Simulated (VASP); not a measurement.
Given:

```xyz
2
Lattice="2.4836 0.0000 0.0000 -1.2418 2.1509 0.0000 0.0000 0.0000 4.0262" Properties=species:S:1:pos:R:3 pbc="T T T"
Mn     1.2418     0.7170     3.0197
Mn     0.0000     1.4339     1.0066
```

All values below come from r2SCAN meta-GGA, VASP's PBE PAW potentials (set 64) (plane waves; VASP). Settings: 400 eV cut-off, 15×15×8 Γ-centred mesh, first-order Methfessel-Paxton smearing of 0.10 eV, potentials Mn_pv.

Energy and stress use the plane-wave basis of the starting cell.

**Question.** The ions, cell shape and volume are relaxed. What does this cell relax into?

**Answer.** 
```xyz
2
Lattice="2.4495 0.0000 0.0000 -1.2247 2.1213 0.0000 0.0000 0.0000 3.9916" Properties=species:S:1:pos:R:3 pbc="T T T"
Mn     1.2247     0.7071     2.9937
Mn     0.0000     1.4142     0.9979
```
Space group P6_3/mmc (194), at a tolerance of 0.03 Å.

**Question.** How do energy and volume change from the first to the last step?

**Answer.** The energy (σ→0) changes by -13.1 meV/atom and the volume by -3.6 %, in 10 ionic steps.

| step | E(σ→0) (eV) | max force (eV/Å) | pressure (GPa) | volume (Å³) |
|---|---|---|---|---|
| 1 | -28.5175 | 0.000 | -10.57 | 21.51 |
| 2 | -28.4421 | 0.000 | 25.10 | 19.37 |
| 3 | -28.5434 | 0.000 | -0.37 | 20.76 |
| 4 | -28.5435 | 0.000 | 0.03 | 20.74 |
| 5 | -28.5434 | 0.000 | 0.25 | 20.72 |
| 6 | -28.5436 | 0.000 | 0.22 | 20.73 |
| 7 | -28.5436 | 0.000 | 0.22 | 20.73 |
| 8 | -28.5436 | 0.000 | -0.34 | 20.76 |
| 9 | -28.5436 | 0.000 | -0.16 | 20.75 |
| 10 | -28.5436 | 0.000 | 0.00 | 20.74 |

The structure comes from a computed database's Mn entry (P6_3/mmc); how it stands against other phases isn't given here. This run relaxes it. Symmetry was kept, so distortions that lower it aren't found. The run is not spin-polarised, so no magnetic state was tried.
